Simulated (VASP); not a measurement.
The system is P.

```
P
1.0
     1.65725   -5.09556    0.00000
     1.65725    5.09556    0.00000
     0.00000    0.00000    4.18233
P
4
Direct
  0.89395 0.10605 0.07301
  0.60605 0.39395 0.57301
  0.10605 0.89395 0.92699
  0.39395 0.60605 0.42699
```

Base run:

| Property | Result |
| --- | --- |
| Program | VASP 6.6.1 |
| Functional | r2SCAN |
| Potentials or basis | VASP PAW PBE potentials, release 64 (P) |
| Cutoff | 520 eV |
| k mesh | 12 × 12 × 8 |
| Occupations | methfessel-paxton, width 0.1 eV |
| Spin | no spin polarisation |

Its results: pressure 2.6 GPa; largest force 0.392 eV/Å.

Q: The run is repeated on the same cell with these changes: functional from r2SCAN to PBE. What comes out?

A: Pressure 3.7 GPa; largest force 0.008 eV/Å.

Caveats: the PAW data sets were made with another functional, which shifts forces and pressure a little (some runs).
